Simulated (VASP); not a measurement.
Input of a VASP 6.6.1 run:

The input POSCAR:

```
CsGeBr3
1.0
    3.8789319380      2.2395023986      3.2077698980
   -3.8789319380      2.2395023986      3.2077698980
   -0.0000000000     -4.4790047970      3.2077698980
  Cs              Ge              Br
     1     1     3
Direct
     0.0025990365162342    0.0025990365162342    0.0025990365162341
     0.4877007441318324    0.4877007441318324    0.4877007441318324
     0.0153739927747396    0.5061631132885936    0.5061631132885936
     0.5061631132885936    0.5061631132885936    0.0153739927747396
     0.5061631132885936    0.0153739927747396    0.5061631132885936
```

Contents of INCAR.step1:

```
PREC = Accurate ; ENCUT = 600
EDIFF = 1E-8 ; ISMEAR = 0
SIGMA = 0.03 ; LREAL = False
LASPH = True ; NELM = 80
ALGO = Normal ; ISIF = 3
LWAVE = False ; LCHARG = False
GGA = PS ; KPAR = 2
IBRION = 2 ; NSW = 40
EDIFFG = -0.002
```

Contents of INCAR.step2:

```
PREC = Accurate ; ENCUT = 600
EDIFF = 1E-8 ; ISMEAR = 0
SIGMA = 0.03 ; LREAL = False
LASPH = True ; NELM = 80
ALGO = Normal ; ISIF = 2
LWAVE = False ; LCHARG = False
GGA = PS ; KPAR = 2
IBRION = 6 ; NFREE = 2
POTIM = 0.015 ; NSW = 1
```

File KPOINTS:

```
regular mesh
0
Gamma
  6 6 5
```

Potentials or basis: VASP PAW PBE potentials, release 64 (Cs_sv, Ge_d, Br).

Launch:

```bash
$ cat potpaw_PBE.64/Cs_sv/POTCAR potpaw_PBE.64/Ge_d/POTCAR potpaw_PBE.64/Br/POTCAR > POTCAR
$ cp INCAR.step1 INCAR
$ mpirun -np 2 vasp_std > vasp.out
$ cp CONTCAR POSCAR
$ cp INCAR.step2 INCAR
$ mpirun -np 2 vasp_std > vasp.out
```

(1) Estimate the highest phonon frequency at Γ, LO-TO splitting left out.

(2) What does it give for the relaxed volume?

(3) Estimate the space group after relaxing (to 0.05 Å).

(4) Predict the relaxed cell.

Answers

(1) 107 cm⁻¹.

(2) 33.47 Å³/atom.

(3) R3m (No. 160).

(4) a = 5.511 Å, b = 5.511 Å, c = 5.511 Å, α = 89.51°, β = 89.51°, γ = 89.51°.

Caveat: the PAW data sets were made with another functional, which shifts forces and pressure a little.
